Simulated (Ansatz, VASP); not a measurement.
# TiB2: VASP beside Ansatz, part 2 of 2

Wanted: the spread between two codes on one cell, functional and k mesh. The structure shown comes from an earlier Ansatz run, which isn't shown and may have moved the atoms alone.

VASP 6.6.1 and Ansatz 0.2.0.

So far: Set-up; Ansatz: elastic constants, PBE.

## Step 3: VASP: elastic constants, PBE

Level of this step: PBE; plane waves and PAW (Ti_sv, B) (VASP).

The same cell, functional, mesh and smearing now go to VASP, with its own data sets.

Lines of VASP's logs that name or quote its potential files are left out, and so is its time.

Contents of INCAR:

```
SYSTEM = TiB2
PREC = Accurate
ENCUT = 500
EDIFF = 1E-08
NELM = 120
ISMEAR = -1
SIGMA = 0.15
LREAL = .FALSE.
ALGO = Normal
GGA = PE
NBANDS = 15
LASPH = .TRUE.
LORBIT = 11
LWAVE = .FALSE.
LCHARG = .FALSE.
ISIF = 3
IBRION = 6
NFREE = 2
POTIM = 0.015
NSW = 1
GGA_COMPAT = .FALSE.
KPAR = 2
```

Contents of POSCAR:

```
TiB2
1.0
    3.0326117285      0.0000000000      0.0000000000
   -1.5163058643      2.6263187967      0.0000000000
    0.0000000000      0.0000000000      3.2239996925
Ti B
1 2
Direct
    0.0000000000      0.0000000000      0.0000000000
    0.3333333333      0.6666666667      0.5000000000
    0.6666666667      0.3333333333      0.5000000000
```

Contents of KPOINTS:

```
Automatic mesh
0
Gamma
21 21 16
0 0 0
```

The projector-augmented-wave data sets are Ti_sv and B (PBE family, release 64).

On the command line:

```
$ mpirun -np 2 vasp_std
```

Numbers of over 12 decimals in the logs are rounded to 6 here.

Log:

```text
[banner, memory and clock lines left out]
running    2 mpi-ranks, on    1 nodes
 distrk:  each k-point on    1 cores,    2 groups
 distr:  one band on    1 cores,    1 groups

 POSCAR found type information on POSCAR TiB
 POSCAR found :  2 types and       3 ions
 LDA part: xc-table for (Slater+PW92), standard interpolation
 POSCAR, INCAR and KPOINTS ok, starting setup
 FFT: planning ... GRIDC
 FFT: planning ... GRID_SOFT
 FFT: planning ... GRID
 WAVECAR not read
 entering main loop
       N       E                     dE             d eps       ncg     rms          rms(c)
DAV:   1     0.120451213182E+03    0.12045E+03   -0.88824E+03 12982   0.133E+03
DAV:   2    -0.220077670690E+02   -0.14246E+03   -0.13789E+03 13695   0.351E+02
DAV:   3    -0.293971315086E+02   -0.73894E+01   -0.72992E+01 18911   0.779E+01
DAV:   4    -0.295884106923E+02   -0.19128E+00   -0.19107E+00 15715   0.113E+01
DAV:   5    -0.295946062529E+02   -0.61956E-02   -0.61953E-02 19320   0.166E+00    0.166E+01
DAV:   6    -0.244433440514E+02    0.51513E+01   -0.21909E+01 18368   0.516E+01    0.379E+00
DAV:   7    -0.244426562362E+02    0.68782E-03   -0.12685E+00 13900   0.129E+01    0.335E+00
DAV:   8    -0.244452909060E+02   -0.26347E-02   -0.91978E-02 21590   0.264E+00    0.837E-01
DAV:   9    -0.244439537513E+02    0.13372E-02   -0.38198E-02 16230   0.261E+00    0.258E-01
DAV:  10    -0.244433918676E+02    0.56188E-03   -0.33369E-03 16942   0.732E-01    0.649E-02
DAV:  11    -0.244434156256E+02   -0.23758E-04   -0.39451E-04 18552   0.230E-01    0.624E-02
DAV:  12    -0.244433934468E+02    0.22179E-04   -0.10877E-04 14821   0.138E-01    0.116E-02
DAV:  13    -0.244433931793E+02    0.26758E-06   -0.46013E-06 15966   0.200E-02    0.304E-03
DAV:  14    -0.244433931588E+02    0.20445E-07   -0.51024E-07 15995   0.625E-03    0.669E-04
DAV:  15    -0.244433931785E+02   -0.19673E-07   -0.75429E-08 18639   0.181E-03    0.493E-04
DAV:  16    -0.244433931870E+02   -0.84697E-08   -0.30297E-09  8026   0.521E-04
   1 F= -.24443393E+02 E0= -.24427988E+02  d E =-.308097E-01
[... from here on, the cycles between the ionic steps are left out ...]
   2 F= -.24432377E+02 E0= -.24416511E+02  d E =-.317314E-01
   3 F= -.24430760E+02 E0= -.24415794E+02  d E =-.299327E-01
  13 F= -.24438729E+02 E0= -.24423307E+02  d E =-.308436E-01
  14 F= -.24441796E+02 E0= -.24426385E+02  d E =-.308220E-01
  15 F= -.24441796E+02 E0= -.24426385E+02  d E =-.308220E-01
  16 F= -.24441776E+02 E0= -.24426362E+02  d E =-.308276E-01
  17 F= -.24441776E+02 E0= -.24426362E+02  d E =-.308276E-01
  18 F= -.24441236E+02 E0= -.24425838E+02  d E =-.307951E-01
  19 F= -.24441236E+02 E0= -.24425838E+02  d E =-.307951E-01
  20 F= -.24442301E+02 E0= -.24426900E+02  d E =-.308012E-01
 Finite differences progress:
  Degree of freedom:  10/ 10
  Displacement:        1/  2
  Total:              19/ 20
 bond charge predicted
       N       E                     dE             d eps       ncg     rms          rms(c)
DAV:   1    -0.244436634731E+02   -0.13629E-02   -0.64552E-01 20744   0.451E+00    0.186E-01
DAV:   2    -0.244426284276E+02    0.10350E-02   -0.62504E-03 26064   0.678E-01    0.935E-02
DAV:   3    -0.244422938857E+02    0.33454E-03   -0.99394E-04 25672   0.207E-01    0.190E-02
DAV:   4    -0.244422998986E+02   -0.60128E-05   -0.99302E-05 25070   0.108E-01    0.745E-03
DAV:   5    -0.244423005033E+02   -0.60467E-06   -0.24161E-06 26682   0.136E-02    0.260E-03
DAV:   6    -0.244423005656E+02   -0.62344E-07   -0.13780E-07 26134   0.489E-03    0.496E-04
DAV:   7    -0.244423005679E+02   -0.22608E-08   -0.12308E-08 19477   0.117E-03
  21 F= -.24442301E+02 E0= -.24426900E+02  d E =-.308013E-01
 Finite differences progress:
  Degree of freedom:  10/ 10
  Displacement:        2/  2
  Total:              20/ 20
```

From OUTCAR (step 3):

```text
ion  position               nearest neighbor table
   1  0.000  0.000  0.000-   2 2.38   3 2.38   2 2.38   3 2.38   3 2.38   3 2.38   2 2.38   2 2.38
                             3 2.38   3 2.38   2 2.38   2 2.38
   2  0.333  0.667  0.500-   3 1.75   3 1.75   3 1.75   1 2.38   1 2.38   1 2.38   1 2.38   1 2.38
                             1 2.38
   3  0.667  0.333  0.500-   2 1.75   2 1.75   2 1.75   1 2.38   1 2.38   1 2.38   1 2.38   1 2.38
                             1 2.38

  LATTYP: Found a hexagonal cell.
 ALAT       =     3.0326117285
 C/A-ratio  =     1.0631099465

 Subroutine GETGRP returns: Found 24 space group operations
 (whereof 24 operations were pure point group operations)

The static configuration has the point symmetry D_6h.

 Found    432 irreducible k-points:

   k-points           NKPTS =    432   k-points in BZ     NKDIM =    432   number of bands    NBANDS=     15

   dimension x,y,z NGX =    24 NGY =   24 NGZ =   24
   dimension x,y,z NGXF=    48 NGYF=   48 NGZF=   48

   ENCUT  =  500.0 eV  36.75 Ry    6.06 a.u.   5.53  5.53  5.88*2*pi/ulx,y,z

   NELECT =      18.0000    total number of electrons

 k-points in reciprocal lattice and weights: Automatic mesh
   0.00000000  0.00000000  0.00000000       0.000
   0.04761905 -0.00000000  0.00000000       0.001
   0.09523810  0.00000000  0.00000000       0.001
   0.14285714  0.00000000  0.00000000       0.001
   0.19047619  0.00000000  0.00000000       0.001
   0.23809524  0.00000000  0.00000000       0.001
   0.28571429  0.00000000  0.00000000       0.001
   0.33333333 -0.00000000  0.00000000       0.001
   0.38095238  0.00000000  0.00000000       0.001
[...]
14      15.7348      0.00000
    ...

 k-point     2 :       0.0476   -0.0000    0.0000
  band No.  band energies     occupation
    ...
      5      -3.4658      2.00000
      6       7.2460      2.00000
      7       7.3674      2.00000
      8       7.6467      2.00000
      9       7.9153      2.00000
     10      11.8677      0.00001
     11      11.9585      0.00000
     12      13.4516      0.00000
     13      13.4791      0.00000
     14      15.9359      0.00000
    ...

 k-point     3 :       0.0952    0.0000    0.0000
  band No.  band energies     occupation
    ...
      5      -3.3354      2.00000
      6       6.8790      2.00000
      7       7.3429      2.00000
      8       7.5505      2.00000
      9       7.9764      2.00000
     10      11.8297      0.00001
     11      12.1760      0.00000
     12      13.0224      0.00000
     13      13.1372      0.00000
     14      16.3272      0.00000
    ...

 k-point     4 :       0.1429    0.0000    0.0000
  band No.  band energies     occupation
    ...
      5      -3.1210      2.00000
      6       6.3286      2.00000
      7       7.2972      2.00000
      8       7.4154      2.00000
      9       8.0629      1.99999
     10      11.7709      0.00001
     11      12.4875      0.00000
     12      12.5888      0.00000
     13      12.8232      0.00000
     14      16.6737      0.00000
    ...

  Total        0.0332954      0.0332954      0.0348917     -0.0000000      0.0000000      0.0000000
  in kB        2.0774758      2.0774758      2.1770782     -0.0000000      0.0000000      0.0000000
  external PRESSURE =       2.1106766 kB  Pullay stress =       0.0000000 kB

  energy-cutoff  :      500.00
  volume of cell :       25.68
      direct lattice vectors                 reciprocal lattice vectors
     3.032611729  0.000000000  0.000000000     0.329748774  0.190380544  0.000000000
    -1.516305864  2.626318797  0.000000000     0.000000000  0.380761087  0.000000000
     0.000000000  0.000000000  3.223999693     0.000000000  0.000000000  0.310173727

 POSITION                                       TOTAL-FORCE (eV/Angst)
 -----------------------------------------------------------------------------------
      0.00000      0.00000      0.00000        -0.000000      0.000000     -0.107602
     -0.00000      1.75088      1.59700         0.000000     -0.000000      0.145685
      1.51631      0.87544      1.61200        -0.000000      0.000000     -0.038083
 -----------------------------------------------------------------------------------
    total drift:                               -0.000000     -0.000000      0.000010

  FREE ENERGIE OF THE ION-ELECTRON SYSTEM (eV)
  ---------------------------------------------------
  free  energy   TOTEN  =       -24.4423005679 eV

  energy  without entropy=      -24.4114992863  energy(sigma->0) =      -24.42689993

  SYMMETRIZED ELASTIC MODULI (kBar)
 Direction    XX          YY          ZZ          XY          YZ          ZX
 --------------------------------------------------------------------------------
 XX        6556.7290    631.2010   1016.7978     -0.0000     -0.0000     -0.0000
 YY         631.2010   6556.7290   1016.7978     -0.0000     -0.0000     -0.0000
 ZZ        1016.7978   1016.7978   4525.8688     -0.0000      0.0000      0.0000
 XY          -0.0000     -0.0000     -0.0000   2962.7640      0.0000     -0.0000
 YZ           0.0000     -0.0000      0.0000      0.0000   2584.0552     -0.0000
 ZX          -0.0000     -0.0000      0.0000     -0.0000     -0.0000   2584.0550
 --------------------------------------------------------------------------------

 Eigenvectors and eigenvalues of the dynamical matrix
 ----------------------------------------------------

   1 f  =   26.582044 THz   167.019908 2PiTHz  886.681546 cm-1   109.934451 meV
             X         Y         Z           dx          dy          dz
      0.000000  0.000000  0.000000    -0.000000   -0.000000    0.000000
     -0.000000  1.750879  1.612000    -0.477774    0.521279   -0.000000
      1.516306  0.875440  1.612000     0.477774   -0.521279    0.000000

   2 f  =   26.582044 THz   167.019908 2PiTHz  886.681546 cm-1   109.934451 meV
             X         Y         Z           dx          dy          dz
      0.000000  0.000000  0.000000     0.000000   -0.000000   -0.000000
     -0.000000  1.750879  1.612000     0.521279    0.477774    0.000000
      1.516306  0.875440  1.612000    -0.521279   -0.477774    0.000000

   3 f  =   16.641070 THz   104.558925 2PiTHz  555.086339 cm-1    68.821904 meV
             X         Y         Z           dx          dy          dz
      0.000000  0.000000  0.000000    -0.000000   -0.000000    0.000000
     -0.000000  1.750879  1.612000     0.000000    0.000000   -0.707107
      1.516306  0.875440  1.612000     0.000000    0.000000    0.707107

   4 f  =   15.347314 THz    96.430017 2PiTHz  511.931286 cm-1    63.471361 meV
             X         Y         Z           dx          dy          dz
      0.000000  0.000000  0.000000    -0.000000   -0.000000    0.557980
     -0.000000  1.750879  1.612000     0.000000    0.000000   -0.586796
      1.516306  0.875440  1.612000     0.000000    0.000000   -0.586796

   5 f  =   15.264000 THz    95.906538 2PiTHz  509.152223 cm-1    63.126802 meV
             X         Y         Z           dx          dy          dz
      0.000000  0.000000  0.000000     0.376857   -0.411181   -0.000000
     -0.000000  1.750879  1.612000    -0.396551    0.432668    0.000000
      1.516306  0.875440  1.612000    -0.396551    0.432668    0.000000

   6 f  =   15.264000 THz    95.906538 2PiTHz  509.152223 cm-1    63.126802 meV
             X         Y         Z           dx          dy          dz
      0.000000  0.000000  0.000000    -0.411181   -0.376857   -0.000000
     -0.000000  1.750879  1.612000     0.432668    0.396551    0.000000
      1.516306  0.875440  1.612000     0.432668    0.396551    0.000000

   7 f/i=    0.000130 THz     0.000816 2PiTHz    0.004332 cm-1     0.000537 meV
             X         Y         Z           dx          dy          dz
      0.000000  0.000000  0.000000    -0.788776    0.258344    0.000000
     -0.000000  1.750879  1.612000    -0.374802    0.122757    0.000000
      1.516306  0.875440  1.612000    -0.374802    0.122757    0.000000

   8 f/i=    0.000130 THz     0.000816 2PiTHz    0.004332 cm-1     0.000537 meV
             X         Y         Z           dx          dy          dz
      0.000000  0.000000  0.000000     0.258344    0.788776    0.000000
     -0.000000  1.750879  1.612000     0.122757    0.374802    0.000000
      1.516306  0.875440  1.612000     0.122757    0.374802    0.000000

   9 f/i=    0.004016 THz     0.025232 2PiTHz    0.133954 cm-1     0.016608 meV
             X         Y         Z           dx          dy          dz
      0.000000  0.000000  0.000000    -0.000000   -0.000000    0.829855
     -0.000000  1.750879  1.612000    -0.000000   -0.000000    0.394551
      1.516306  0.875440  1.612000    -0.000000   -0.000000    0.394551

 ELASTIC MODULI CONTR FROM IONIC RELAXATION (kBar)
 Direction    XX          YY          ZZ          XY          YZ          ZX
 --------------------------------------------------------------------------------
 XX         -38.9035     38.9035     -0.0000      0.0000      0.0000      0.0000
 YY          38.9035    -38.9035      0.0000      0.0000      0.0000      0.0000
 ZZ          -0.0000      0.0000     -0.0000      0.0000      0.0000      0.0000
 XY           0.0000      0.0000      0.0000    -38.9035      0.0000      0.0000
 YZ           0.0000      0.0000      0.0000      0.0000      0.0000      0.0000
 ZX           0.0000      0.0000      0.0000      0.0000      0.0000      0.0000
 --------------------------------------------------------------------------------

 TOTAL ELASTIC MODULI (kBar)
 Direction    XX          YY          ZZ          XY          YZ          ZX
 --------------------------------------------------------------------------------
 XX        6517.8255    670.1045   1016.7978     -0.0000     -0.0000     -0.0000
 YY         670.1045   6517.8255   1016.7978     -0.0000     -0.0000     -0.0000
 ZZ        1016.7978   1016.7978   4525.8688     -0.0000      0.0000      0.0000
 XY          -0.0000     -0.0000     -0.0000   2923.8605      0.0000     -0.0000
 YZ           0.0000     -0.0000      0.0000      0.0000   2584.0552     -0.0000
 ZX          -0.0000     -0.0000      0.0000     -0.0000     -0.0000   2584.0550
 --------------------------------------------------------------------------------

 total charge
# of ion       s       p       d       tot
------------------------------------------
    1        2.176   6.209   2.034  10.419
    2        0.686   1.323   0.000   2.009
    3        0.686   1.323   0.000   2.009
--------------------------------------------------
tot          3.549   8.855   2.034  14.438

[... 2 further parts left out ...]
```

The last energy, forces, stress and levels in OUTCAR belong to the last displaced cell, not to the cell of POSCAR.

Levels, forces or a CONTCAR printed for this step are those of its last displaced cell, not of the structure at rest.

## Step 4: Comparison

Known differences besides the potentials themselves: the cutoff is 420 eV in Ansatz and 500 eV in VASP; VASP takes each elastic constant from one size of strain, Ansatz from those that its log lists. Total energies have different zeros and are not compared.

The two programs side by side:

| quantity | Ansatz | VASP | difference |
| --- | --- | --- | --- |
| C11 (GPa) | 650.9 | 651.8 | -0.13 % |
| C22 (GPa) | 650.9 | 651.8 | -0.13 % |
| C33 (GPa) | 453.0 | 452.6 | +0.08 % |
| C12 (GPa) | 66.6 | 67.0 | -0.55 % |
| C13 (GPa) | 101.5 | 101.7 | -0.15 % |
| C23 (GPa) | 101.5 | 101.7 | -0.15 % |
| C44 (GPa) | 257.7 | 258.4 | -0.29 % |
| C55 (GPa) | 257.7 | 258.4 | -0.29 % |
| C66 (GPa) | 292.1 | 292.4 | -0.09 % |

## Step 5: Summary of results

| Quantity | Value |
| --- | --- |
| difference in C12 (elastic constants, PBE) | -0.55 % |

**Reading.** The difference in C12 is -0.55 % (elastic constants, PBE), within the 5 % picked in this series as the mark of a large difference. How closely two codes agree says nothing of how well the functional describes the real material.

[Lines on the potential files, build, host, timing and source positions are cut from VASP's logs without a mark.]

[Logs are printed without paths, hosts, clocks, repeated set-up lines and the standing remarks that a program may print on its own settings, such as how far it seeks lower states.]

[Hosts, paths, dates, database ids (printed as entryN), source tags and the programs' standing remarks are cut or masked in the printed files.]
